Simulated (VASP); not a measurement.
A convergence study with VASP on Ru (hcp): a few settings are varied, all else stays as given below, so the limit is that of these other settings.

```yaml
crystal:
  lattice:
    - [1.35500, -2.34693, 0.00000]
    - [1.35500, 2.34693, 0.00000]
    - [0.00000, 0.00000, 4.28000]
  atoms:
    - { symbol: Ru, position: [0.33333, 0.66667, 0.25000] }
    - { symbol: Ru, position: [0.66667, 0.33333, 0.75000] }
```

Level of theory: LDA (Ceperley-Alder, Perdew-Zunger), VASP's LDA PAW potentials (set 64) (plane waves; VASP). The last row used: 550 eV cut-off, 23×23×14 Γ-centred mesh, second-order Methfessel-Paxton smearing of 0.40 eV, potentials Ru_pv.

```json
[
 {"setting": "ISMEAR = -1, SIGMA = 0.01, 8×8×5 mesh", "E (eV/atom)": "-10.6955", "pressure (GPa)": "-12.75", "irreducible k-points": "30"},
 {"setting": "ISMEAR = -1, SIGMA = 0.1, 8×8×5 mesh", "E (eV/atom)": "-10.6955", "pressure (GPa)": "-12.59", "irreducible k-points": "30"},
 {"setting": "ISMEAR = 0, SIGMA = 0.01, 8×8×5 mesh", "E (eV/atom)": "-10.6954", "pressure (GPa)": "-12.75", "irreducible k-points": "30"},
 {"setting": "ISMEAR = 0, SIGMA = 0.1, 8×8×5 mesh", "E (eV/atom)": "-10.6962", "pressure (GPa)": "-12.74", "irreducible k-points": "30"},
 {"setting": "ISMEAR = 1, SIGMA = 0.01, 8×8×5 mesh", "E (eV/atom)": "-10.6953", "pressure (GPa)": "-12.75", "irreducible k-points": "30"},
 {"setting": "ISMEAR = 1, SIGMA = 0.2, 8×8×5 mesh", "E (eV/atom)": "-10.6965", "pressure (GPa)": "-12.80", "irreducible k-points": "30"},
 {"setting": "ISMEAR = 2, SIGMA = 0.05, 8×8×5 mesh", "E (eV/atom)": "-10.6956", "pressure (GPa)": "-12.75", "irreducible k-points": "30"},
 {"setting": "ISMEAR = 2, SIGMA = 0.2, 8×8×5 mesh", "E (eV/atom)": "-10.6963", "pressure (GPa)": "-12.76", "irreducible k-points": "30"},
 {"setting": "ISMEAR = -1, SIGMA = 0.01, 17×17×10 mesh", "E (eV/atom)": "-10.6721", "pressure (GPa)": "-12.34", "irreducible k-points": "198"},
 {"setting": "ISMEAR = -1, SIGMA = 0.2, 17×17×10 mesh", "E (eV/atom)": "-10.6736", "pressure (GPa)": "-11.33", "irreducible k-points": "198"},
 {"setting": "ISMEAR = 0, SIGMA = 0.01, 17×17×10 mesh", "E (eV/atom)": "-10.6721", "pressure (GPa)": "-12.34", "irreducible k-points": "198"},
 {"setting": "ISMEAR = 0, SIGMA = 0.2, 17×17×10 mesh", "E (eV/atom)": "-10.6736", "pressure (GPa)": "-12.19", "irreducible k-points": "198"},
 {"setting": "ISMEAR = 1, SIGMA = 0.01, 17×17×10 mesh", "E (eV/atom)": "-10.6721", "pressure (GPa)": "-12.34", "irreducible k-points": "198"},
 {"setting": "ISMEAR = 1, SIGMA = 0.4, 17×17×10 mesh", "E (eV/atom)": "-10.6751", "pressure (GPa)": "-12.37", "irreducible k-points": "198"},
 {"setting": "ISMEAR = 2, SIGMA = 0.05, 17×17×10 mesh", "E (eV/atom)": "-10.6721", "pressure (GPa)": "-12.34", "irreducible k-points": "198"},
 {"setting": "ISMEAR = 2, SIGMA = 0.4, 17×17×10 mesh", "E (eV/atom)": "-10.6743", "pressure (GPa)": "-12.32", "irreducible k-points": "198"},
 {"setting": "ISMEAR = -1, SIGMA = 0.05, 23×23×14 mesh", "E (eV/atom)": "(withheld)", "pressure (GPa)": "(withheld)", "irreducible k-points": "448"},
 {"setting": "ISMEAR = -1, SIGMA = 0.2, 23×23×14 mesh", "E (eV/atom)": "-10.6741", "pressure (GPa)": "-11.35", "irreducible k-points": "448"},
 {"setting": "ISMEAR = 0, SIGMA = 0.05, 23×23×14 mesh", "E (eV/atom)": "-10.6770", "pressure (GPa)": "-12.45", "irreducible k-points": "448"},
 {"setting": "ISMEAR = 0, SIGMA = 0.2, 23×23×14 mesh", "E (eV/atom)": "-10.6766", "pressure (GPa)": "-12.28", "irreducible k-points": "448"},
 {"setting": "ISMEAR = 1, SIGMA = 0.05, 23×23×14 mesh", "E (eV/atom)": "-10.6771", "pressure (GPa)": "-12.47", "irreducible k-points": "448"},
 {"setting": "ISMEAR = 1, SIGMA = 0.4, 23×23×14 mesh", "E (eV/atom)": "-10.6766", "pressure (GPa)": "(withheld)", "irreducible k-points": "448"},
 {"setting": "ISMEAR = 2, SIGMA = 0.1, 23×23×14 mesh", "E (eV/atom)": "-10.6771", "pressure (GPa)": "-12.47", "irreducible k-points": "448"},
 {"setting": "ISMEAR = 2, SIGMA = 0.4, 23×23×14 mesh", "E (eV/atom)": "-10.6765", "pressure (GPa)": "-12.42", "irreducible k-points": "448"}
]
```

Problem. What belongs in the gaps?

Solution. 
- ISMEAR = -1, SIGMA = 0.05, 23×23×14 mesh, E (eV/atom): -10.6769
- ISMEAR = -1, SIGMA = 0.05, 23×23×14 mesh, pressure (GPa): -12.38
- ISMEAR = 1, SIGMA = 0.4, 23×23×14 mesh, pressure (GPa): -12.44

VASP warned of too few bands at ISMEAR = -1, SIGMA = 0.2, 17×17×10 mesh; ISMEAR = 1, SIGMA = 0.4, 17×17×10 mesh; ISMEAR = 2, SIGMA = 0.4, 17×17×10 mesh; ISMEAR = -1, SIGMA = 0.2, 23×23×14 mesh; ISMEAR = 1, SIGMA = 0.4, 23×23×14 mesh; ISMEAR = 2, SIGMA = 0.4, 23×23×14 mesh.

Left out are rungs that failed or repeat a setting and relaxations that didn't move; long series are thinned to 24 rows.

The compound is Ru in the hcp structure. The cell was not relaxed at this level.
